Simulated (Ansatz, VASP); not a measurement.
# SnGe2: VASP beside Ansatz

Wanted: the spread between two codes on one cell, functional and k mesh. The cell is invented: As first built, before any earlier steps moved the atoms (in the runner's words): it takes the CaGe2 structure with some of its atoms replaced by other elements, volume scaled by an estimate. It may not be a known or stable phase. The cell is taken from a series of VASP runs on this material, whose earlier steps may have relaxed, scaled or displaced it; both programs get it as it stands.

Main program and level: Ansatz 0.2.0; plane waves, with VASP 6.6.1 beside it; band structure at PBEsol and band structure at PBEsol, spin-orbit coupling.

### 1. The structure

The structure is trigonal, space group R-3m (No. 166). Conventional cell: a = 3.832 Å, b = 3.832 Å, c = 16.013 Å, α = 90.00°, β = 90.00°, γ = 120.00°. Nearest to Sn lie 8 Ge at 3.00 to 3.31 Å. Nearest to Ge lie 3 Ge at 2.56 Å and 4 Sn at 3.00 to 3.31 Å. As first built, before any earlier steps moved the atoms (in the runner's words): sites of the CaGe2 structure (space group 166) filled with other elements, volume scaled by an estimate. Farther neighbours are not listed.

As a file:

```cif
data_structure
_symmetry_space_group_name_H-M 'P 1'
_symmetry_Int_Tables_number 1
_cell_length_a 5.7781
_cell_length_b 5.7781
_cell_length_c 5.7781
_cell_angle_alpha 38.732
_cell_angle_beta 38.732
_cell_angle_gamma 38.732
_cell_volume 67.88
loop_
_atom_site_label
_atom_site_type_symbol
_atom_site_fract_x
_atom_site_fract_y
_atom_site_fract_z
_atom_site_occupancy
Sn1 Sn 0.50000 0.50000 0.50000 1
Ge2 Ge 0.29313 0.29313 0.29313 1
Ge3 Ge 0.70687 0.70687 0.70687 1
```

### 2. VASP: band structure, PBEsol

With cell and atoms fixed, the geometry can't cause a difference; cores, projectors, grids and the points listed under the comparison can.

Lines of VASP's logs that name or quote its potential files are left out, and so is its time.

INCAR

```
SYSTEM = SnGe2
PREC = Accurate
ENCUT = 410
EDIFF = 1E-06
NELM = 100
ISMEAR = 0
SIGMA = 0.05
LREAL = .FALSE.
ALGO = Normal
GGA = PS
NBANDS = 34
LORBIT = 11
LWAVE = .FALSE.
LCHARG = .FALSE.
```

POSCAR

```
SnGe2
1.0
    1.9160258615      1.1062180455      5.3377825448
   -1.9160258615      1.1062180455      5.3377825448
    0.0000000000     -2.2124360910      5.3377825448
Sn Ge
1 2
Direct
    0.5000000000      0.5000000000      0.5000000000
    0.2931286435      0.2931286435      0.2931286435
    0.7068713565      0.7068713565      0.7068713565
```

KPOINTS

```
Automatic mesh
0
Gamma
8 8 8
0 0 0
```

KPOINTS_OPT

```
Line mode
16
Line-mode
Reciprocal
  0.00000000   0.00000000   0.00000000 GAMMA
  0.50000000   0.00000000   0.00000000 L

  0.50000000   0.00000000   0.00000000 L
  0.50000000   0.19529977  -0.19529977 B1

  0.80470023   0.50000000   0.19529977 B
  0.50000000   0.50000000   0.50000000 Z

  0.50000000   0.50000000   0.50000000 Z
  0.00000000   0.00000000   0.00000000 GAMMA

  0.00000000   0.00000000   0.00000000 GAMMA
  0.34764989   0.00000000  -0.34764989 X

  0.65235011   0.34764989   0.00000000 Q
  0.50000000   0.50000000   0.00000000 F

  0.50000000   0.50000000   0.00000000 F
  0.65235011   0.65235011   0.19529977 P1

  0.65235011   0.65235011   0.19529977 P1
  0.50000000   0.50000000   0.50000000 Z

  0.50000000   0.00000000   0.00000000 L
  0.80470023   0.34764989   0.34764989 P
```

The projector-augmented-wave data sets are Sn_d and Ge_d (PBE family, release 64).

On the command line:

```sh
> mpirun -np 1 vasp_std
```

Numbers of over 12 decimals in the logs are rounded to 6 here.

Log:

```text
[banner, memory and clock lines left out]
running    1 mpi-ranks, on    1 nodes
 distrk:  each k-point on    1 cores,    1 groups
 distr:  one band on    1 cores,    1 groups

 POSCAR found type information on POSCAR SnGe
 POSCAR found :  2 types and       3 ions
|                                                                             |
|               ----> ADVICE to this user running VASP <----                  |
|                                                                             |
|     You enforced a specific xc type in the INCAR file but a different       |
|     [... a line on the potential file left out ...]
|     I HOPE YOU KNOW WHAT YOU ARE DOING!                                     |
|                                                                             |

 LDA part: xc-table for (Slater+PW92), standard interpolation
 POSCAR, INCAR and KPOINTS ok, starting setup
 FFT: planning ... GRIDC
 FFT: planning ... GRID_SOFT
 FFT: planning ... GRID
 WAVECAR not read
 entering main loop
       N       E                     dE             d eps       ncg     rms          rms(c)
DAV:   1     0.323447643393E+03    0.32345E+03   -0.17651E+04  5440   0.269E+03
DAV:   2     0.429619248465E+02   -0.28049E+03   -0.26937E+03  4420   0.571E+02
DAV:   3    -0.114294348852E+02   -0.54391E+02   -0.53816E+02  5040   0.156E+02
DAV:   4    -0.138399936026E+02   -0.24106E+01   -0.24073E+01  5074   0.388E+01
DAV:   5    -0.138892700357E+02   -0.49276E-01   -0.49271E-01  5402   0.582E+00    0.302E+00
DAV:   6    -0.137131470950E+02    0.17612E+00   -0.29150E-01  5650   0.332E+00    0.164E+00
DAV:   7    -0.136892692201E+02    0.23878E-01   -0.79966E-02  5854   0.201E+00    0.515E-01
DAV:   8    -0.136865297556E+02    0.27395E-02   -0.10671E-02  5074   0.724E-01    0.110E-01
DAV:   9    -0.136864851037E+02    0.44652E-04   -0.10427E-03  4974   0.222E-01    0.598E-02
DAV:  10    -0.136865034277E+02   -0.18324E-04   -0.15107E-04  6056   0.111E-01    0.228E-02
DAV:  11    -0.136865036690E+02   -0.24133E-06   -0.13399E-05  5744   0.329E-02    0.500E-03
DAV:  12    -0.136865029297E+02    0.73929E-06   -0.56813E-06  5550   0.227E-02
   1 F= -.13686503E+02 E0= -.13685640E+02  d E =-.172672E-02
 Start KPOINTS_OPT (optional k-point list driver)
k-point batch [1-65\144]
       N       E                     dE             ncg
DAV:   1    -0.915042900995E+04   -0.57487E+05     5480
DAV:   2    -0.275478560596E+05   -0.18397E+05     4428
DAV:   3    -0.312211145434E+05   -0.36733E+04     5004
DAV:   4    -0.313870929468E+05   -0.16598E+03     5088
DAV:   5    -0.313904748430E+05   -0.33819E+01     5416
DAV:   6    -0.313906000085E+05   -0.12517E+00     5804
DAV:   7    -0.313906049756E+05   -0.49672E-02     6082
DAV:   8    -0.313906050210E+05   -0.45341E-04     5098
DAV:   9    -0.313906050218E+05   -0.82597E-06     3392
[...]
k-point batch [131-144\144]
       N       E                     dE             ncg
DAV:   1     0.551588735514E+05   -0.19249E+05     1154
DAV:   2     0.511342602126E+05   -0.40246E+04      952
DAV:   3     0.503286665255E+05   -0.80559E+03     1060
DAV:   4     0.502921310196E+05   -0.36536E+02     1174
DAV:   5     0.502913597231E+05   -0.77130E+00     1248
DAV:   6     0.502913337676E+05   -0.25956E-01     1312
DAV:   7     0.502913329398E+05   -0.82776E-03     1368
DAV:   8     0.502913329337E+05   -0.61632E-05     1136
DAV:   9     0.502913329335E+05   -0.15578E-06      816
```

OUTCAR, selected parts (step 2):

```text
ion  position               nearest neighbor table
   1  0.500  0.500  0.500-   2 3.00   3 3.00   2 3.00   2 3.00   3 3.00   3 3.00   3 3.31   2 3.31

  LATTYP: Found a trigonal (rhomboedric) cell.
 ALAT       =     5.7781308363
 COS(alpha) =     0.7800834138

 Subroutine GETGRP returns: Found 12 space group operations
 (whereof 12 operations were pure point group operations)

The static configuration has the point symmetry D_3d.

 Found     65 irreducible k-points:

   k-points           NKPTS =     65   k-points in BZ     NKDIM =     65   number of bands    NBANDS=     34

   dimension x,y,z NGX =    40 NGY =   40 NGZ =   40
   dimension x,y,z NGXF=    80 NGYF=   80 NGZF=   80

   ENCUT  =  410.0 eV  30.13 Ry    5.49 a.u.   9.54  9.54  9.54*2*pi/ulx,y,z

   NELECT =      42.0000    total number of electrons

 k-points in reciprocal lattice and weights: Automatic mesh
   0.00000000  0.00000000  0.00000000       0.002
   0.12500000 -0.00000000  0.00000000       0.012
   0.25000000 -0.00000000  0.00000000       0.012
   0.37500000  0.00000000  0.00000000       0.012
   0.50000000 -0.00000000  0.00000000       0.006
   0.12500000  0.12500000  0.00000000       0.012
   0.25000000  0.12500000  0.00000000       0.023
   0.37500000  0.12500000  0.00000000       0.023
   0.50000000  0.12500000  0.00000000       0.023
[...]
-0.37500000  0.50000000  0.37500000       0.012
   0.50000000  0.50000000  0.50000000       0.002

 average (electrostatic) potential at core
       1-100.2960       2 -72.2416       3 -72.2416

 E-fermi :   6.6269

 k-point     1 :       0.0000    0.0000    0.0000
  band No.  band energies     occupation
    ...
     14     -14.8559      2.00000
     15     -14.8559      2.00000
     16      -5.8813      2.00000
     17      -0.3956      2.00000
     18      -0.0085      2.00000
     19       6.8656      0.00000
     20       6.8656      0.00000
     21       7.5225      0.00000
     22       9.3589      0.00000
     23       9.3589      0.00000
    ...

 k-point     2 :       0.1250   -0.0000    0.0000
  band No.  band energies     occupation
    ...
     16      -5.6735      2.00000
     17      -0.4722      2.00000
     18       0.4268      2.00000
     19       4.7551      2.00000
     20       6.4550      2.00000
     21       7.4072      0.00000
     22       8.8210      0.00000
     23       8.8793      0.00000
     24      10.5542      0.00000
     25      11.2491      0.00000
    ...

 k-point     3 :       0.2500   -0.0000    0.0000
  band No.  band energies     occupation
    ...
     17      -0.3178      2.00000
     18       0.9774      2.00000
     19       2.8010      2.00000
     20       5.4310      2.00000
     21       5.7801      2.00000
     22       8.0214      0.00000
     23       8.1945      0.00000
     24      10.3164      0.00000
     25      11.4784      0.00000
     26      12.8502      0.00000
    ...

  Total       -0.0185924     -0.0185924     -0.0307805      0.0000000      0.0000000      0.0000000
  in kB       -0.4388244     -0.4388244     -0.7264934      0.0000000      0.0000000      0.0000000
  external PRESSURE =      -0.5347140 kB  Pullay stress =       0.0000000 kB

  energy-cutoff  :      410.00
  volume of cell :       67.88
      direct lattice vectors                 reciprocal lattice vectors
     1.916025862  1.106218045  5.337782545     0.260956812  0.150663486  0.062447904
    -1.916025862  1.106218045  5.337782545    -0.260956812  0.150663486  0.062447904
     0.000000000 -2.212436091  5.337782545     0.000000000 -0.301326971  0.062447904

 POSITION                                       TOTAL-FORCE (eV/Angst)
 -----------------------------------------------------------------------------------
      0.00000      0.00000      8.00667         0.000000     -0.000000      0.000000
      0.00000      0.00000      4.69397         0.000000     -0.000000      0.003459
      0.00000      0.00000     11.31938         0.000000      0.000000     -0.003459
 -----------------------------------------------------------------------------------
    total drift:                                0.000000      0.000000      0.000000

  FREE ENERGIE OF THE ION-ELECTRON SYSTEM (eV)
  ---------------------------------------------------
  free  energy   TOTEN  =       -13.6865029297 eV

  energy  without entropy=      -13.6847762067  energy(sigma->0) =      -13.68563957

 total charge
# of ion       s       p       d       tot
------------------------------------------
    1        1.294   0.864   9.990  12.149
    2        1.193   1.098  10.021  12.311
    3        1.193   1.098  10.021  12.311
--------------------------------------------------
tot          3.680   3.060  30.032  36.772

[... 3 further parts left out ...]
```

The run ends at a pressure of -0.05 GPa, with forces up to 0.0035 eV/Å.

### 3. Ansatz: band structure, PBEsol

Ansatz runs on its default PAW (the set named soft_2) files.

The same cell, functional, mesh and smearing now go to Ansatz, which takes its cutoff from its data sets.

input.yaml

```yaml
crystal:
  lattice:
    - [1.9160258615, 1.1062180455, 5.3377825448]
    - [-1.9160258615, 1.1062180455, 5.3377825448]
    - [0.0, -2.212436091, 5.3377825448]
  atoms:
    - { symbol: Sn, position: [0.5, 0.5, 0.5] }
    - { symbol: Ge, position: [0.2931286435, 0.2931286435, 0.2931286435] }
    - { symbol: Ge, position: [0.7068713565, 0.7068713565, 0.7068713565] }
hamiltonian:
  xc: pbesol
  pseudopotentials: { kind: paw }
kpoints:
  mp_grid: { grid: [8, 8, 8] }
  band_path:
    path:
      - [0.0, 0.0, 0.0]
      - [0.13333, 0.0, 0.0]
      - [0.3, 0.0, 0.0]
      - [0.46667, 0.0, 0.0]
      - [0.5, 0.03906, -0.03906]
      - [0.5, 0.10416, -0.10416]
      - [0.5, 0.16926, -0.16926]
      - [0.76407, 0.5, 0.23593]
      - [0.66251, 0.5, 0.33749]
      - [0.56094, 0.5, 0.43906]
      - [0.46667, 0.46667, 0.46667]
      - [0.3, 0.3, 0.3]
      - [0.13333, 0.13333, 0.13333]
      - [0.0, 0.0, 0.0]
      - [0.11588, 0.0, -0.11588]
      - [0.20859, 0.0, -0.20859]
      - [0.32447, 0.0, -0.32447]
      - [0.62188, 0.37812, 0.0]
      - [0.5711, 0.4289, 0.0]
      - [0.52031, 0.47969, 0.0]
      - [0.52031, 0.52031, 0.02604]
      - [0.5711, 0.5711, 0.09114]
      - [0.62188, 0.62188, 0.15624]
      - [0.64219, 0.64219, 0.21561]
      - [0.59141, 0.59141, 0.31718]
      - [0.54063, 0.54063, 0.41875]
      - [0.5, 0.0, 0.0]
      - [0.60157, 0.11588, 0.11588]
      - [0.70313, 0.23177, 0.23177]
      - [0.8047, 0.34765, 0.34765]
    npoints: 1
scf:
  occupations: { method: gaussian, width: 0.05 }
  n_extra_bands: 7
output:
  forces: true
  stress: true
  eigenvalues: true
  write_density: true
  write_potential: true
  elf: true
  volumetric_format: npy
```

On the command line:

```sh
> ansatz run input.yaml --threads 2 --pin off --max-ram 4608MiB --backend cpu --events-out ev --progress --plain --runs-dir out
```

Log:

```text
basis.fft_grid_basis auto: the FFT boxes are laid along the combinations [[1, -1, 0], [0, 1, 0], [0, -1, 1]] of the cell's own vectors, 3.832, 5.778 and 3.832 Å long. The dense box has 27×40×27 points. Along the cell's own vectors, as sized, it would have 40×40×40, 2.19 times as many. Of the 12 symmetry operations that the crystal satisfies within crystal.symmetry.tolerance (time reversal apart; of a slab, those that [...]
scf.n_extra_bands = 7 over 21 filled bands (N_el = 42.0): the run solves 28 bands
Engine: ansatz 0.2.0, aarch64-unknown-linux-gnu
Pseudopotentials: kind: paw
Pseudopotential: Sn, paw, valence charge 14, recommended cutoff 420 eV (normal), Sn.paw.azcp
Pseudopotential: Ge, paw, valence charge 14, recommended cutoff 420 eV (normal), Ge.paw.azcp
Functional definition: PBEsol
  exchange = pbesol_x
  correlation = pbesol_c
Crystal: 3 atoms, lattice volume = 67.882 Å³
Basis set: ecut = 420 eV, 1349 PW (Γ), FFT grids on a1−a2, a2, −a2+a3, exchange–correlation on 54×80×54 points (8 copies of the dense FFT grid, shifted against one another)
Bands: 28, of which v1, the nominal top of the filled ones, is band 21 counted from 1 (20 counted from 0)
Symmetry: 12 space group operations
Space group: R-3m (ITA 166), of the structure as read, at distance tolerance 4.1e-5 Å
k-points: 65 of 512
Non-local potential: Sn, projectors of the file, l = 0: 2, l = 1: 2, l = 2: 2, l = 3: 2
Non-local potential: Ge, projectors of the file, l = 0: 2, l = 1: 2, l = 2: 3, l = 3: 1
PAW form: soft (Blöchl's): semilocal exchange-correlation on the pseudo side does not see the compensation charge
PAW frozen core: Sn, regenerated for the run's functional, and the local potential with it (the file was generated under x = pbe(κ = 0.804, μ = 0.219515), c = pbe(β = 0.066725))
PAW frozen core: Ge, regenerated for the run's functional, and the local potential with it (the file was generated under x = pbe(κ = 0.804, μ = 0.219515), c = pbe(β = 0.066725))
PAW one-centre angular grid: Sn, 590 points (default); XC on 64 Gauss nodes
PAW one-centre angular grid: Ge, 590 points (default); XC on 64 Gauss nodes
Initial density: superposition of atomic densities (neutral atoms: chi_scale 0, normalization atom), corrected by the library's trained network
Initial wavefunctions: pseudopotential atomic-orbital guess
Functional: x = pbesol(κ = 0.804, μ = 0.123457), c = pbesol(β = 0.046)
SCF iter   1: F=—  HF=-14456.336078 eV  |F-HF|=—  |Δ(HF+E_count)|=         —  Δρ=2.27e-3  dr2=3.66e-3  ethr=1.77e-3  ⟨swp⟩=6.1  Hψ=8022  notcnv=0  defer=1
preconditioner: auto → Kerker (q_TF=auto, 2.518 Å⁻¹)  [metal: Δε(μ)=0.044 eV  Ē_g=22.650 eV  σ=0.050 eV  W_gap=0.44  n_scr=22 (ndim 8)  ℏωp=29.2 eV  f_vac=0.000  D(μ)=1.32/eV (n_scr^D=2)]
SCF iter   2: F=—  HF=-14456.333282 eV  |F-HF|=—  |Δ(HF+E_count)|=   2.80e-3  Δρ=1.37e-3  dr2=1.44e-3  ethr=8.70e-6  ⟨swp⟩=2.4  Hψ=3719  notcnv=0  defer=38
SCF iter   3: F=—  HF=-14456.332964 eV  |F-HF|=—  |Δ(HF+E_count)|=   3.18e-4  Δρ=3.58e-4  dr2=1.98e-4  ethr=3.44e-6  ⟨swp⟩=2.0  Hψ=2257  notcnv=0  defer=38
SCF iter   4: F=—  HF=-14456.332921 eV  |F-HF|=—  |Δ(HF+E_count)|=   4.33e-5  Δρ=1.25e-4  dr2=3.39e-5  ethr=4.72e-7  ⟨swp⟩=2.2  Hψ=2276  notcnv=0  defer=38
SCF iter   5: F=—  HF=-14456.332912 eV  |F-HF|=—  |Δ(HF+E_count)|=   9.18e-6  Δρ=4.06e-5  dr2=3.02e-6  ethr=8.07e-8  ⟨swp⟩=2.3  Hψ=2305  notcnv=0  defer=38
SCF iter   6: F=—  HF=-14456.332911 eV  |F-HF|=—  |Δ(HF+E_count)|=   4.20e-7  Δρ=3.29e-5  dr2=7.00e-7  ethr=7.20e-9  ⟨swp⟩=2.0  Hψ=3069  notcnv=0  defer=38
SCF iter   7: F=—  HF=-14456.332911 eV  |F-HF|=—  |Δ(HF+E_count)|=   3.13e-7  Δρ=1.95e-5  dr2=1.41e-7  ethr=1.67e-9  ⟨swp⟩=2.0  Hψ=3076  notcnv=0  defer=38
SCF iter   8: F=-14456.332911 eV  HF=-14456.332911 eV  |F-HF|=2.29e-8  |Δ(HF+E_count)|=   8.33e-8  Δρ=6.53e-6  dr2=1.61e-8  ethr=2.38e-10  ⟨swp⟩=11.6  Hψ=11444  notcnv=0
SCF 1 converged in 8 iterations: F = -14456.332911 eV  dr2 = 1.61e-8
  greatest PAW one-centre occupation: 0.998 electrons in one spin orbital (limit 2), on the Ge atom at site 2 (counted from 0), in its partial waves of l = 2
NSCF: frozen V_eff on 30 k-points
SCF converged after 8 iterations
Free energy (F): -14456.332911 eV
Harris-Foulkes:  -14456.332911 eV  (|F-HF|=2.29e-8)
Internal energy: -14456.331188 eV  (E = F + TS)
E sigma→0 (E₀):  -14456.332049 eV
Entropy (-TS):   -0.001723 eV (-0.574 meV/atom)
Fermi energy:    10.129312 eV
--- Per-component energies (eV) ---
  E_band       = -341.950860
  E_kinetic    = 409.061261
  E_local      = -5533.054774  (includes V_loc(G=0)·N_el)
  E_nonlocal   = 806.129139
  E_hartree    = 2587.567862
  E_xc         = -530.098681
  E_vxc        = -227.264415  (∫ρ·V_xc dr)
  E_paw        = -8018.094048  (= ΣΔE_a)
  E_vpaw       = -971.967582  (= ΣTr[D̂ρ^β])
  E_aug_tail   = 0.000594  (compensation charges beyond the density's cutoff)
  E_ewald      = -4179.963254
  E_core_change = 2.120712  (= ΣΔE_core)
  E_smearing   = -0.001723  (= −TS)
  E_closure    = 0.000000  (closes the sum)
  Σ components = -14456.332911   (vs F -14456.332911, Δ=0.00e0)
--- Forces (eV/Å), atoms counted from 1 ---
  atom   1  Sn     0.00000000    -0.00000000     0.00000000
  atom   2  Ge    -0.00000000     0.00000000    -0.00437539
  atom   3  Ge     0.00000000    -0.00000000     0.00437539
  max |Σ_I F_I| component: 3.70e-17 eV/Å
--- Stress (GPa, compression-positive) ---
        0.195294      -0.000000      -0.000000
       -0.000000       0.195294       0.000000
       -0.000000      -0.000000       0.165792
  P = ⅓ Tr σ = 0.1855 GPa (1.855 kbar)
--- Band table (eV; the first three rows and the last of 65) ---
  k-point 0: bands = [... 17 lower, 3.4937, 10.3713, 10.3713, 11.0217, 12.8615, 12.8615, 13.4388, 13.9952, ... 3 higher]
  k-point 1: bands = [... 17 lower, 3.9297, 8.2593, 9.9604, 10.9094, 12.3204, 12.3816, 14.0536, 14.7457, ... 3 higher]
  k-point 2: bands = [... 17 lower, 4.4806, 6.3056, 8.9337, 9.2853, 11.5238, 11.6940, 13.8152, 14.9790, ... 3 higher]
  k-point 64: bands = [... 17 lower, 8.5595, 9.5305, 9.9872, 9.9872, 13.3312, 13.3585, 13.3585, 14.5628, ... 3 higher]
```

Elapsed: 5.2 s, on 2 threads of Arm Neoverse V1, shared host; peak memory 0.41 GiB.

In the SCF lines HF is the Harris–Foulkes energy and dr2 the Hartree energy of the density residual, in eV; the loop may stop once dr2 is under the threshold and the program's other checks hold. Hψ counts applications of the Hamiltonian.

### 4. Side by side

Known differences besides the potentials themselves: the cutoff is 420 eV in Ansatz and 410 eV in VASP; Ansatz makes its cores anew for this functional, VASP keeps those of its PBE data sets; VASP leaves aspherical gradient terms in its spheres out (LASPH is not set), Ansatz keeps them. Total energies have different zeros and are not compared.

The two programs side by side:

```tsv
quantity	Ansatz	VASP	difference
pressure (GPa)	0.19	-0.05	+0.24
```

At this near-relaxed geometry the largest component of a force difference is 8 meV/Å. Levels from 3 eV below to 2 eV above the Fermi level differ by 2 meV r.m.s. and 5 meV at most; each VASP level is matched to the nearest of Ansatz, which flatters the figure a little.

(Part 1 of 2 ends here.)

[Lines on the potential files, build, host, timing and source positions are cut from VASP's logs without a mark.]

[Logs are printed without paths, hosts, clocks, repeated set-up lines and the standing remarks that a program may print on its own settings, such as how far it seeks lower states.]

[Hosts, paths, dates, database ids (printed as entryN), source tags and the programs' standing remarks are cut or masked in the printed files.]
